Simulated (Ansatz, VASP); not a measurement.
# Cross-check of HCl between VASP and Ansatz

One calculation is typed for both programs; each brings its own data sets. How far apart do they land? The cell is taken from a series of runs on this material, whose earlier steps may have relaxed, scaled, displaced or heated it; both programs get it as it stands.

Main program and level: Ansatz 0.2.0; plane waves, with VASP 6.6.1 beside it; zone-centre phonons at LDA.

## Step 1: Starting point

It takes space group I4/mmm (No. 139, tetragonal). The conventional cell has a = 4.624 Å, b = 4.624 Å, c = 3.059 Å, α = 90.00°, β = 90.00°, γ = 90.00°. H has 2 Cl at 1.53 Å nearest. Nearest to Cl lie 2 H at 1.53 Å. Farther neighbours and most contacts between anions are not listed.

Coordinates:

```cif
data_structure
_symmetry_space_group_name_H-M 'P 1'
_symmetry_Int_Tables_number 1
_cell_length_a 4.6240
_cell_length_b 3.6096
_cell_length_c 3.6096
_cell_angle_alpha 79.658
_cell_angle_beta 50.171
_cell_angle_gamma 50.171
_cell_volume 32.70
loop_
_atom_site_label
_atom_site_type_symbol
_atom_site_fract_x
_atom_site_fract_y
_atom_site_fract_z
_atom_site_occupancy
H1 H 0.00000 0.00000 0.00000 1
Cl2 Cl 0.50000 0.50000 0.50000 1
```

## Step 2: VASP: zone-centre phonons, LDA

Second derivatives magnify differences that forces hide, and they need a tight electronic threshold.

Lines of VASP's logs that name or quote its potential files are left out, and so is its time.

INCAR

```
SYSTEM = HCl
PREC = Accurate
ENCUT = 500
EDIFF = 1E-08
NELM = 120
ISMEAR = 0
SIGMA = 0.01
LREAL = .FALSE.
ALGO = Normal
GGA = CA
NBANDS = 10
LORBIT = 11
LWAVE = .FALSE.
LCHARG = .FALSE.
ISIF = 2
IBRION = 8
LEPSILON = .TRUE.
LASPH = .TRUE.
GGA_COMPAT = .FALSE.
EFERMI = MIDGAP
KPAR = 2
```

POSCAR

```
HCl
1.0
    0.0000000000      3.2696347193      3.2696347193
    1.5293829948      0.0000000000      3.2696347192
    1.5293829948      3.2696347192      0.0000000000
H Cl
1 1
Direct
    0.0000000000      0.0000000000      0.0000000000
    0.5000000000      0.5000000000      0.5000000000
```

KPOINTS

```
Automatic mesh
0
Gamma
12 12 12
0 0 0
```

PAW data sets: H and Cl (LDA family, release 64).

Command:

```console
> mpirun -np 2 vasp_std
```

Output:

```text
[banner, memory and clock lines left out]
running    2 mpi-ranks, on    1 nodes
 distrk:  each k-point on    1 cores,    2 groups
 distr:  one band on    1 cores,    1 groups

 POSCAR found type information on POSCAR H Cl
 POSCAR found :  2 types and       2 ions
 LDA part: xc-table for (Slater(with rela. corr.)+CA(PZ))
 , standard interpolation
 POSCAR, INCAR and KPOINTS ok, starting setup
 FFT: planning ... GRIDC
 FFT: planning ... GRID_SOFT
 FFT: planning ... GRID
 WAVECAR not read
 entering main loop
       N       E                     dE             d eps       ncg     rms          rms(c)
DAV:   1     0.261352802494E+02    0.26135E+02   -0.32832E+03  3292   0.619E+02
DAV:   2    -0.490354385974E+01   -0.31039E+02   -0.29887E+02  4086   0.114E+02
DAV:   3    -0.625323669113E+01   -0.13497E+01   -0.13479E+01  4018   0.262E+01
DAV:   4    -0.626117227801E+01   -0.79356E-02   -0.79346E-02  4178   0.228E+00
DAV:   5    -0.626124141578E+01   -0.69138E-04   -0.69137E-04  4124   0.190E-01    0.481E+00
DAV:   6    -0.621592371389E+01    0.45318E-01   -0.10009E-01  3626   0.149E+00    0.313E+00
DAV:   7    -0.621115127666E+01    0.47724E-02   -0.43998E-02  3870   0.105E+00    0.795E-01
DAV:   8    -0.621072449103E+01    0.42679E-03   -0.45868E-03  3676   0.382E-01    0.445E-02
DAV:   9    -0.621073306538E+01   -0.85743E-05   -0.69272E-05  3818   0.581E-02    0.150E-02
DAV:  10    -0.621073677826E+01   -0.37129E-05   -0.46367E-06  3956   0.147E-02    0.379E-03
DAV:  11    -0.621073692060E+01   -0.14233E-06   -0.25091E-07  4452   0.359E-03    0.251E-03
DAV:  12    -0.621073692983E+01   -0.92341E-08   -0.54606E-08  3754   0.138E-03
   1 F= -.62107369E+01 E0= -.62107369E+01  d E =0.000000E+00
 Linear response reoptimize wavefunctions to high precision
DAV:   1    -0.621073693026E+01   -0.42564E-09   -0.29247E-09  3866   0.365E-04
DAV:   2    -0.621073693025E+01    0.11369E-10   -0.16836E-11  1986   0.340E-05
 Linear response G [H, r] |phi>, progress :
  Direction:   1
       N       E                     dE             d eps       ncg     rms
RMM:   1    -0.296511973248E+02   -0.29651E+02   -0.64674E+01  7176   0.415E+01
RMM:   2    -0.287807910216E+02    0.87041E+00   -0.90287E-01  5395   0.754E+00
RMM:   3    -0.288015290796E+02   -0.20738E-01   -0.20670E-02  5530   0.115E+00
RMM:   4    -0.288021216602E+02   -0.59258E-03   -0.31278E-04  5727   0.157E-01
RMM:   5    -0.288021363072E+02   -0.14647E-04   -0.12784E-05  5716   0.255E-02
RMM:   6    -0.288021369730E+02   -0.66584E-06   -0.40885E-08  5831   0.440E-03
RMM:   7    -0.288021369977E+02   -0.24608E-07    0.25329E-07  5697   0.974E-04
RMM:   8    -0.288021370008E+02   -0.31946E-08    0.35127E-07  4789   0.377E-04
RMM:   9    -0.288021370112E+02   -0.10369E-07    0.28256E-08  4373   0.285E-04
RMM:  10    -0.288021370120E+02   -0.82551E-09   -0.86910E-08  3889   0.268E-04
 Linear response G [H, r] |phi>, progress :
  Direction:   2
       N       E                     dE             d eps       ncg     rms
RMM:   1    -0.308969878623E+02   -0.30897E+02    0.12860E+01  6739   0.495E+01
RMM:   2    -0.315623338777E+02   -0.66535E+00   -0.89245E-01  5475   0.809E+00
RMM:   3    -0.315856999282E+02   -0.23366E-01   -0.22581E-02  5506   0.113E+00
RMM:   4    -0.315864953191E+02   -0.79539E-03   -0.12731E-03  5933   0.214E-01
RMM:   5    -0.315865311481E+02   -0.35829E-04   -0.28892E-05  5917   0.326E-02
RMM:   6    -0.315865315085E+02   -0.36041E-06   -0.31769E-06  6134   0.503E-03
RMM:   7    -0.315865315341E+02   -0.25591E-07   -0.24818E-06  6036   0.125E-03
RMM:   8    -0.315865315346E+02   -0.51790E-09   -0.24451E-06  5256   0.585E-04
RMM:   9    -0.315865315404E+02   -0.57883E-08   -0.26207E-06  4854   0.484E-04
RMM:  10    -0.315865315402E+02    0.14968E-09   -0.29933E-06  4488   0.465E-04
RMM:  11    -0.315865315233E+02    0.16873E-07   -0.86049E-06  4178   0.463E-04
RMM:  12    -0.315865314758E+02    0.47590E-07   -0.84465E-06  3761   0.461E-04
 Linear response G [H, r] |phi>, progress :
  Direction:   3
       N       E                     dE             d eps       ncg     rms
RMM:   1    -0.256500034688E+02   -0.25650E+02    0.65639E+01  7033   0.500E+01
RMM:   2    -0.264021531533E+02   -0.75215E+00   -0.10660E+00  5546   0.825E+00
RMM:   3    -0.264206605813E+02   -0.18507E-01   -0.26918E-02  5587   0.116E+00
RMM:   4    -0.264211489654E+02   -0.48838E-03   -0.83094E-04  5833   0.184E-01
RMM:   5    -0.264211673554E+02   -0.18390E-04   -0.16958E-05  5889   0.265E-02
RMM:   6    -0.264211675427E+02   -0.18728E-06    0.70886E-07  6144   0.443E-03
RMM:   7    -0.264211675423E+02    0.38240E-09    0.12731E-06  5997   0.112E-03
RMM:   8    -0.264211675472E+02   -0.48306E-08    0.11725E-06  5312   0.606E-04
RMM:   9    -0.264211675471E+02    0.42608E-10    0.12020E-06  4719   0.524E-04
RMM:  10    -0.264211675516E+02   -0.44906E-08    0.13321E-06  4470   0.511E-04
RMM:  11    -0.264211676266E+02   -0.74988E-07    0.21499E-06  4216   0.510E-04
[...]
RMM:   4    -0.123345440142E+00   -0.17042E-06   -0.31262E-07  5691   0.381E-03
RMM:   5    -0.123345442427E+00   -0.22849E-08   -0.67067E-09  5450   0.497E-04
 change of polarisation eV/A/(eV/A) component  3 :     0.010    -0.024     0.247
 dielectric tensor                  component  3 :     0.055    -0.133     2.365
 Linear response to external field, progress :
  Direction:   1
[...]
RMM:   1    -0.149286839360E+00   -0.14929E+00   -0.36619E-01 12899   0.202E+00
RMM:   2    -0.151125727679E+00   -0.18389E-02   -0.15929E-03  9451   0.292E-01    0.858E-01
RMM:   3    -0.126759201662E+00    0.24367E-01   -0.22200E-02  8881   0.715E-01    0.396E-01
RMM:   4    -0.127751543485E+00   -0.99234E-03   -0.77065E-03  9306   0.436E-01    0.151E-01
RMM:   5    -0.131586997456E+00   -0.38355E-02   -0.30011E-04  9050   0.133E-01    0.296E-02
RMM:   6    -0.131681600208E+00   -0.94603E-04   -0.15859E-05  9578   0.258E-02    0.120E-02
RMM:   7    -0.131929632276E+00   -0.24803E-03   -0.13253E-06  9352   0.858E-03    0.137E-03
RMM:   8    -0.131931484895E+00   -0.18526E-05   -0.13963E-07  9871   0.211E-03    0.682E-04
RMM:   9    -0.131931403425E+00    0.81470E-07    0.10771E-08 10216   0.525E-04    0.880E-05
RMM:  10    -0.131930635708E+00    0.76772E-06    0.43842E-08  9252   0.951E-05    0.230E-05
RMM:  11    -0.131930583951E+00    0.51757E-07    0.49563E-09  6459   0.375E-05    0.463E-06
 change of polarisation eV/A/(eV/A) component  3 :    -0.016    -0.006     0.240
 dielectric tensor                  component  3 :    -0.090    -0.034     2.330
 Linear response DOF=           4
 Linear response progress:
  Degree of freedom:   1/  4
       N       E                     dE             d eps       ncg     rms          rms(c)
RMM:   1    -0.155848405854E-01   -0.15585E-01    0.40441E-02  6887   0.923E-01
RMM:   2    -0.170742664232E-01   -0.14894E-02   -0.39222E-04  5196   0.145E-01    0.382E-01
RMM:   3    -0.172799944868E-01   -0.20573E-03   -0.17673E-04  5021   0.735E-02    0.216E-01
RMM:   4    -0.180676090546E-01   -0.78761E-03   -0.14975E-04  5075   0.682E-02    0.193E-02
RMM:   5    -0.181366574658E-01   -0.69048E-04   -0.68221E-06  5256   0.161E-02    0.167E-03
RMM:   6    -0.181415063216E-01   -0.48489E-05   -0.51677E-08  5488   0.207E-03    0.858E-04
RMM:   7    -0.181456774673E-01   -0.41711E-05   -0.18139E-09  5579   0.336E-04    0.150E-04
RMM:   8    -0.181461433656E-01   -0.46590E-06   -0.45370E-10  5667   0.109E-04    0.300E-05
RMM:   9    -0.181460182184E-01    0.12515E-06    0.69197E-11  5689   0.504E-05    0.135E-05
RMM:  10    -0.181460251357E-01   -0.69173E-08    0.33495E-09  5783   0.211E-05    0.205E-06
 first order change of Fermi-energy  -0.27128E-03
 force on displaced ion       1 direction 1 :  12.173  -0.000  -0.000
 Born effective charge ion    1 direction 1 :   6.046  -0.000  -0.000
 Linear response progress:
  Degree of freedom:   2/  4
       N       E                     dE             d eps       ncg     rms          rms(c)
RMM:   1    -0.122586376213E-01   -0.12259E-01   -0.71137E-03 10881   0.677E-01
RMM:   2    -0.121811530512E-01    0.77485E-04   -0.33245E-04  8938   0.130E-01    0.105E-01
RMM:   3    -0.122100402159E-01   -0.28887E-04   -0.20752E-05  9122   0.296E-02    0.594E-02
RMM:   4    -0.122966503723E-01   -0.86610E-04   -0.12453E-05  9250   0.228E-02    0.804E-03
RMM:   5    -0.123043259363E-01   -0.76756E-05   -0.61549E-07  9629   0.516E-03    0.806E-04
RMM:   6    -0.123007104453E-01    0.36155E-05   -0.16123E-08  9978   0.102E-03    0.273E-04
RMM:   7    -0.122983721566E-01    0.23383E-05   -0.55550E-10  9181   0.364E-04    0.524E-05
RMM:   8    -0.122984807159E-01   -0.10856E-06    0.66257E-10 10282   0.730E-05    0.218E-05
RMM:   9    -0.122985654378E-01   -0.84722E-07    0.45836E-10 10448   0.296E-05    0.185E-06
RMM:  10    -0.122985671139E-01   -0.16761E-08    0.22261E-09 10621   0.100E-05    0.181E-06
 first order change of Fermi-energy   0.62649E-04
 force on displaced ion       1 direction 2 :   0.000   2.881   0.000
 Born effective charge ion    1 direction 2 :   0.000   0.289   0.000
 Linear response progress:
  Degree of freedom:   3/  4
       N       E                     dE             d eps       ncg     rms          rms(c)
RMM:   1    -0.173216336223E+00   -0.17322E+00    0.46154E-02  6423   0.296E+00
RMM:   2    -0.180804432622E+00   -0.75881E-02   -0.20907E-03  5078   0.392E-01    0.406E-01
RMM:   3    -0.181836882264E+00   -0.10324E-02   -0.36982E-04  4749   0.116E-01    0.218E-01
RMM:   4    -0.183176069337E+00   -0.13392E-02   -0.25889E-04  4936   0.868E-02    0.334E-02
RMM:   5    -0.183093112847E+00    0.82956E-04   -0.14573E-05  5391   0.252E-02    0.110E-02
RMM:   6    -0.183095807448E+00   -0.26946E-05   -0.10740E-07  5480   0.266E-03    0.738E-03
RMM:   7    -0.183109482297E+00   -0.13675E-04   -0.40450E-08  5248   0.131E-03    0.968E-04
RMM:   8    -0.183112446529E+00   -0.29642E-05   -0.65221E-09  5715   0.343E-04    0.119E-04
RMM:   9    -0.183112036109E+00    0.41042E-06   -0.56504E-09  5757   0.817E-05    0.394E-05
RMM:  10    -0.183112348526E+00   -0.31242E-06   -0.14687E-08  5539   0.422E-05    0.100E-05
RMM:  11    -0.183112328592E+00    0.19934E-07    0.86105E-08  5957   0.294E-05    0.789E-06
RMM:  12    -0.183112319192E+00    0.93999E-08    0.42764E-08  4381   0.270E-05    0.112E-07
 first order change of Fermi-energy   0.13714E-02
 force on displaced ion       2 direction 1 :  12.170  -0.000  -0.000
 Born effective charge ion    2 direction 1 :  -6.216   0.000   0.000
 Linear response progress:
  Degree of freedom:   4/  4
       N       E                     dE             d eps       ncg     rms          rms(c)
RMM:   1    -0.187276507174E+00   -0.18728E+00   -0.79426E-03 11413   0.274E+00
RMM:   2    -0.187073860305E+00    0.20265E-03   -0.15275E-03  8700   0.301E-01    0.101E-01
RMM:   3    -0.187434727084E+00   -0.36087E-03   -0.32188E-05  9011   0.420E-02    0.623E-02
RMM:   4    -0.187873544820E+00   -0.43882E-03   -0.15174E-05  9189   0.236E-02    0.792E-03
RMM:   5    -0.187827855097E+00    0.45690E-04   -0.99745E-07  9432   0.605E-03    0.244E-03
RMM:   6    -0.187834010996E+00   -0.61559E-05   -0.17502E-08  9765   0.890E-04    0.117E-03
RMM:   7    -0.187836385129E+00   -0.23741E-05   -0.10571E-08  8998   0.479E-04    0.899E-05
RMM:   8    -0.187835908008E+00    0.47712E-06   -0.29013E-09 10022   0.126E-04    0.473E-05
RMM:   9    -0.187835985202E+00   -0.77194E-07    0.95599E-11 10240   0.511E-05    0.787E-06
RMM:  10    -0.187836018002E+00   -0.32800E-07   -0.14022E-08 10452   0.368E-05    0.291E-06
RMM:  11    -0.187836014337E+00    0.36655E-08    0.52455E-09  9895   0.327E-05    0.142E-07
 first order change of Fermi-energy   0.95003E-03
 force on displaced ion       2 direction 2 :   0.000   2.880   0.000
 Born effective charge ion    2 direction 2 :   0.000  -0.289  -0.000
 Born effective charges drift removed
 Linear response finished
```

From OUTCAR (step 2):

```text
ion  position               nearest neighbor table
   1  0.000  0.000  0.000-   2 1.53   2 1.53
   2  0.500  0.500  0.500-   1 1.53   1 1.53

  LATTYP: Found a body centered tetragonal cell.
 ALAT       =     4.6239617640
 C/A-ratio  =     0.6615033051

 Subroutine GETGRP returns: Found 16 space group operations
 (whereof 16 operations were pure point group operations)

The static configuration has the point symmetry D_4h.

 Found    163 irreducible k-points:

   k-points           NKPTS =    163   k-points in BZ     NKDIM =    163   number of bands    NBANDS=     10

   dimension x,y,z NGX =    36 NGY =   28 NGZ =   28
   dimension x,y,z NGXF=    72 NGYF=   56 NGZF=   56

   ENCUT  =  500.0 eV  36.75 Ry    6.06 a.u.   8.43  6.58  6.58*2*pi/ulx,y,z

   NELECT =       8.0000    total number of electrons

 k-points in reciprocal lattice and weights: Automatic mesh
   0.00000000  0.00000000  0.00000000       0.001
   0.08333333 -0.00000000 -0.00000000       0.005
   0.16666667  0.00000000  0.00000000       0.005
   0.25000000 -0.00000000 -0.00000000       0.005
   0.33333333 -0.00000000 -0.00000000       0.005
   0.41666667 -0.00000000 -0.00000000       0.005
   0.50000000 -0.00000000 -0.00000000       0.002
   0.08333333  0.08333333 -0.00000000       0.002
   0.16666667  0.08333333  0.00000000       0.009
[...]
-0.08333333  0.50000000  0.41666667       0.002
   0.00000000  0.50000000  0.50000000       0.001

 average (electrostatic) potential at core
       1 -38.1064       2 -99.1273

  Total       -0.0542183     -0.0259017     -0.0259017      0.0000000     -0.0000000      0.0000000
  in kB       -2.6565137     -1.2690947     -1.2690947      0.0000000     -0.0000000      0.0000000
  external PRESSURE =      -1.7315677 kB  Pullay stress =       0.0000000 kB

  energy-cutoff  :      500.00
  volume of cell :       32.70
      direct lattice vectors                 reciprocal lattice vectors
     0.000000000  3.269634719  3.269634719    -0.326929227  0.152922281  0.152922281
     1.529382995  0.000000000  3.269634719     0.326929227 -0.152922281  0.152922281
     1.529382995  3.269634719  0.000000000     0.326929227  0.152922281 -0.152922281

 POSITION                                       TOTAL-FORCE (eV/Angst)
 -----------------------------------------------------------------------------------
      0.00000      0.00000      0.00000        -0.000000      0.000000     -0.000000
      1.52938      3.26963      3.26963         0.000000      0.000000      0.000000
 -----------------------------------------------------------------------------------
    total drift:                                0.000000      0.000000      0.000000

 MACROSCOPIC STATIC DIELECTRIC TENSOR (including local field effects in DFT)
 ------------------------------------------------------
          10.089971    -0.000000    -0.000000
          -0.000000     2.330241     0.000000
          -0.000000     0.000000     2.330241
 ------------------------------------------------------

 PIEZOELECTRIC TENSOR (including local field effects)  for field in x, y, z        (C/m^2)
          XX          YY          ZZ          XY          YZ          ZX
  --------------------------------------------------------------------------------
  x     0.00000     0.00000     0.00000     0.00000     0.00000     0.00000
  y     0.00000     0.00000     0.00000     0.00000     0.00000     0.00000
  z     0.00000     0.00000     0.00000     0.00000     0.00000     0.00000

 BORN EFFECTIVE CHARGES (including local field effects) (in |e|, cummulative output)
 ---------------------------------------------------------------------------------
 ion    1
    1     6.13102    -0.00000    -0.00000
    2    -0.00000     0.28927     0.00000
    3    -0.00000     0.00000     0.28927
 ion    2
    1    -6.13102     0.00000     0.00000
    2     0.00000    -0.28927    -0.00000
    3     0.00000    -0.00000    -0.28927

 Eigenvectors and eigenvalues of the dynamical matrix
 ----------------------------------------------------

   1 f  =    0.001250 THz     0.007856 2PiTHz    0.041709 cm-1     0.005171 meV
             X         Y         Z           dx          dy          dz
      0.000000  0.000000  0.000000    -0.000000    0.165574   -0.001620
      1.529383  3.269635  3.269635    -0.000000    0.986149   -0.009650

   2 f  =    0.001250 THz     0.007856 2PiTHz    0.041709 cm-1     0.005171 meV
             X         Y         Z           dx          dy          dz
      0.000000  0.000000  0.000000     0.000000   -0.001620   -0.165574
      1.529383  3.269635  3.269635     0.000000   -0.009650   -0.986149

   3 f  =    0.000846 THz     0.005319 2PiTHz    0.028236 cm-1     0.003501 meV
             X         Y         Z           dx          dy          dz
      0.000000  0.000000  0.000000     0.165613    0.000000    0.000000
      1.529383  3.269635  3.269635     0.986191    0.000000    0.000000

   4 f/i=   26.908108 THz   169.068627 2PiTHz  897.557862 cm-1   111.282942 meV
             X         Y         Z           dx          dy          dz
      0.000000  0.000000  0.000000     0.000000   -0.697342    0.697350
      1.529383  3.269635  3.269635    -0.000000    0.117083   -0.117085

   5 f/i=   26.908108 THz   169.068627 2PiTHz  897.557862 cm-1   111.282942 meV
             X         Y         Z           dx          dy          dz
      0.000000  0.000000  0.000000     0.000000    0.697350    0.697342
      1.529383  3.269635  3.269635    -0.000000   -0.117085   -0.117083

   6 f/i=   55.307566 THz   347.507684 2PiTHz 1844.861812 cm-1   228.733610 meV
             X         Y         Z           dx          dy          dz
      0.000000  0.000000  0.000000     0.986191   -0.000000   -0.000000
      1.529383  3.269635  3.269635    -0.165613    0.000000    0.000000

 MACROSCOPIC STATIC DIELECTRIC TENSOR IONIC CONTRIBUTION
 ------------------------------------------------------
           0.000000     0.000000     0.000000
           0.000000     0.000000     0.000000
           0.000000     0.000000     0.000000
 ------------------------------------------------------

 ELASTIC MODULI CONTR FROM IONIC RELAXATION (kBar)
 Direction    XX          YY          ZZ          XY          YZ          ZX
 --------------------------------------------------------------------------------
 XX           0.0000      0.0000      0.0000      0.0000      0.0000      0.0000
 YY           0.0000      0.0000      0.0000      0.0000      0.0000      0.0000
 ZZ           0.0000      0.0000      0.0000      0.0000      0.0000      0.0000
 XY           0.0000      0.0000      0.0000      0.0000      0.0000      0.0000
 YZ           0.0000      0.0000      0.0000      0.0000      0.0000      0.0000
 ZX           0.0000      0.0000      0.0000      0.0000      0.0000      0.0000
 --------------------------------------------------------------------------------

 PIEZOELECTRIC TENSOR IONIC CONTR  for field in x, y, z        (C/m^2)
          XX          YY          ZZ          XY          YZ          ZX
  --------------------------------------------------------------------------------
  x     0.00000     0.00000     0.00000     0.00000     0.00000     0.00000
  y     0.00000     0.00000     0.00000     0.00000     0.00000     0.00000
  z     0.00000     0.00000     0.00000     0.00000     0.00000     0.00000
```

With imaginary modes the cell is no minimum, so the ionic parts of its dielectric, piezoelectric and elastic tensors have no meaning.

(Part 1 of 2 ends here.)

[Lines on the potential files, build, host, timing and source positions are cut from VASP's logs without a mark.]

[Logs are printed without paths, hosts, clocks, repeated set-up lines and the standing remarks that a program may print on its own settings, such as how far it seeks lower states.]

[Hosts, paths, dates, database ids (printed as entryN), source tags and the programs' standing remarks are cut or masked in the printed files.]
